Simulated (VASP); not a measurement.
Level of theory: PBEsol GGA, VASP's PBE PAW potentials (set 64) (plane waves; VASP).

VASP input:

### INCAR
```
ENCUT = 480   # plane-wave cut-off (eV)
ISIF = 2
LREAL = .FALSE.   # projection in real space or not
ISMEAR = 1   # Methfessel-Paxton
LCHARG = .FALSE.
ALGO = Normal
LASPH = .TRUE.
SIGMA = 0.1   # width (eV)
PREC = Accurate
NELM = 100   # most electronic steps
GGA = PS
SYSTEM = Tm(GeRh)2
LWAVE = .FALSE.
LMAXMIX = 6   # l cut-off of mixed one-centre charges
EDIFF = 1E-7
```

### POSCAR
```
Tm(GeRh)2
5.0918410
 -0.3981310094   0.3981310094   0.9999999672
  0.3981310094  -0.3981310094   0.9999999672
  0.3981310094   0.3981310094  -0.9999999672
Tm Ge Rh
1 2 2
direct
  0.0000000000   0.0000000000   0.0000000000
  0.3799820275   0.3799820275   0.0000000000
  0.6200179725   0.6200179725   0.0000000000
  0.7500000000   0.2500000000   0.5000000000
  0.2500000000   0.7500000000   0.5000000000
```

**KPOINTS**
```
K-points
0
Gamma
 10 10 10
0 0 0
```

POTCAR, in this order: Tm_3 Ge_d Rh_pv (PBE.64 set). Program: vasp_std.

Output

OSZICAR:
```
       N       E                     dE             d eps       ncg     rms          rms(c)
DAV:   1     0.785802696048E+03    0.78580E+03   -0.32476E+04 10760   0.356E+03
DAV:   2     0.772665891390E+02   -0.70854E+03   -0.69093E+03  8160   0.911E+02
DAV:   3    -0.310009584098E+02   -0.10827E+03   -0.10472E+03 10312   0.224E+02
DAV:   4    -0.366663956473E+02   -0.56654E+01   -0.56076E+01 10184   0.571E+01
DAV:   5    -0.368813223879E+02   -0.21493E+00   -0.21462E+00 10896   0.127E+01    0.261E+01
DAV:   6    -0.359701720689E+02    0.91115E+00   -0.79271E+00 10144   0.203E+01    0.123E+01
DAV:   7    -0.357225023728E+02    0.24767E+00   -0.38587E+00 11360   0.140E+01    0.948E+00
DAV:   8    -0.355346002378E+02    0.18790E+00   -0.73961E-01  9632   0.614E+00    0.217E+00
DAV:   9    -0.355348273449E+02   -0.22711E-03   -0.96049E-02 11048   0.200E+00    0.772E-01
DAV:  10    -0.355307116159E+02    0.41157E-02   -0.23022E-02  9688   0.102E+00    0.145E-01
DAV:  11    -0.355308009490E+02   -0.89333E-04   -0.16286E-03 11448   0.267E-01    0.509E-02
DAV:  12    -0.355308064332E+02   -0.54842E-05   -0.14300E-04 10968   0.880E-02    0.313E-02
DAV:  13    -0.355307977070E+02    0.87263E-05   -0.43211E-05 10816   0.484E-02    0.393E-03
DAV:  14    -0.355307979484E+02   -0.24142E-06   -0.29326E-06 10416   0.152E-02    0.224E-03
DAV:  15    -0.355307979189E+02    0.29457E-07   -0.15607E-07  6672   0.312E-03
   1 F= -.35530798E+02 E0= -.35530669E+02  d E =-.385699E-03
```

OUTCAR:
```
------------------------ aborting loop because EDIFF is reached ----------------------------------------
  FORCE on cell =-STRESS in cart. coord.  units (eV):
  Direction    XX          YY          ZZ          XY          YZ          ZX
  --------------------------------------------------------------------------------------
  Total        0.3385965      0.3385965      0.3667281      0.0000000      0.0000000      0.0000000
  in kB        6.4812167      6.4812167      7.0196954      0.0000000      0.0000000      0.0000000
  external PRESSURE =       6.6607096 kB  Pullay stress =       0.0000000 kB
  volume of cell :       83.70
      direct lattice vectors                 reciprocal lattice vectors
    -2.027219797  2.027219797  5.091840833     0.000000000  0.246643211  0.098196314
     2.027219797 -2.027219797  5.091840833     0.246643211  0.000000000  0.098196314
     2.027219797  2.027219797 -5.091840833     0.246643211  0.246643211  0.000000000
 POSITION                                       TOTAL-FORCE (eV/Angst)
 -----------------------------------------------------------------------------------
      0.00000      0.00000      0.00000         0.000000      0.000000     -0.000000
      0.00000      0.00000      3.86962        -0.000000     -0.000000      0.015426
      0.00000      0.00000      6.31407        -0.000000     -0.000000     -0.015426
      0.00000      2.02722      2.54592         0.000000      0.000000     -0.000000
      2.02722      0.00000      2.54592         0.000000      0.000000     -0.000000
 -----------------------------------------------------------------------------------
    total drift:                               -0.000000     -0.000000      0.000000
  FREE ENERGIE OF THE ION-ELECTRON SYSTEM (eV)
  ---------------------------------------------------
  free  energy   TOTEN  =       -35.5307979189 eV

  energy  without entropy=      -35.5304122203  energy(sigma->0) =      -35.53066935
```
(Selected blocks of OUTCAR.)

OUTCAR:
```
 val. band max:        8.2191446148   @ k =  -0.1000   0.4000   0.1000

 cond. band min:       8.2271024809   @ k =   0.3000   0.1000  -0.0000


 Fermi energy:         8.2243548701

 k-point     1 :       0.0000    0.0000    0.0000
  band No.  band energies     occupation
      1     -38.4834      2.00000
      2     -38.4834      2.00000
      3     -38.3038      2.00000
      4     -38.2908      2.00000
      5     -38.2908      2.00000
      6     -38.2591      2.00000
      7     -17.3822      2.00000
      8     -17.3822      2.00000
      9     -17.3418      2.00000
     10     -16.3570      2.00000
     11     -16.2694      2.00000
     12     -16.2694      2.00000
     13     -16.2027      2.00000
     14     -16.1979      2.00000
     15     -16.1938      2.00000
     16     -16.1777      2.00000
     17     -16.1777      2.00000
     18     -16.1740      2.00000
     19     -16.1065      2.00000
     20      -3.6037      2.00000
     21      -0.3337      2.00000
     22       1.7580      2.00000
     23       3.4720      2.00000
     24       3.4720      2.00000
     25       3.6425      2.00000
     26       4.6870      2.00000
     27       5.8073      2.00000
     28       5.8073      2.00000
     29       6.2305      2.00000
     30       6.3576      2.00000
     31       7.1422      2.00000
     32       7.3848      2.00000
     33       7.3848      2.00000
     34       7.7683      2.00000
     35       8.2632      0.39480
     36      10.5176      0.00000
     37      10.5176      0.00000
     38      10.8852      0.00000
     39      11.0597      0.00000
     40      12.2482      0.00000

 k-point     2 :       0.1000    0.0000   -0.0000
  band No.  band energies     occupation
      1     -38.4791      2.00000
      2     -38.4788      2.00000
      3     -38.3026      2.00000
      4     -38.2959      2.00000
      5     -38.2956      2.00000
      6     -38.2601      2.00000
      7     -17.3897      2.00000
      8     -17.3823      2.00000
...
```

The 4f electrons are frozen in the core of the lanthanide potential, so 4f levels, which can set the real gap, and their magnetism are missing.

The structure comes from a computed database's Rh2TmGe2 entry (I4/mmm); how it stands against other phases isn't given here. It was relaxed first. The electron count is odd and the run is not spin-polarised, which forces a metal.
